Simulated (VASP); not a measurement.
Computed with PBEsol GGA, VASP's PBE PAW potentials (set 64) (plane waves; VASP 6.6.1).

A VASP calculation is set up with these files.

INCAR:
```
# general
SYSTEM =CdS
PREC   =Accurate
ENCUT  =500
LREAL  =.False.
LASPH  =.True.

# electronic loop
EDIFF  =1E-6
NELM   =100
ALGO   =Normal
LMAXMIX=4

# smearing
ISMEAR =0
SIGMA  =0.05

# functional
GGA    =PS

# ions
IBRION =2
NSW    =40
ISIF   =3
EDIFFG =-0.02

# output
LWAVE  =.False.
LCHARG =.False.
```

KPOINTS:
```
Automatic mesh
0
Gamma
8 8 8
0 0 0
```

File POSCAR:
```
CdS
1
    0.0000000000     2.9182869105     2.9182869105
    2.9182869105    -0.0000000000     2.9182869105
    2.9182869105     2.9182869105     0.0000000000
Cd S
1 1
Direct
  0.0000000000   0.0000000000   0.0000000000
  0.2500000000   0.2500000000   0.2500000000
```

POTCAR, in this order: Cd S (PBE.64 set). Program: vasp_std.

Problem. What will the output report for the number of irreducible k-points (NKPTS), largest plane-wave count, number of space-group operations, FFT grid (NGX, NGY, NGZ)?

Solution. 
- number of irreducible k-points (NKPTS) = 29
- largest plane-wave count = 1283
- number of space-group operations = 24
- FFT grid (NGX, NGY, NGZ) = 30 × 30 × 30

The structure was generated: CdS was put into the zinc blende type (F-43m), which need not be its known phase. It was relaxed first.
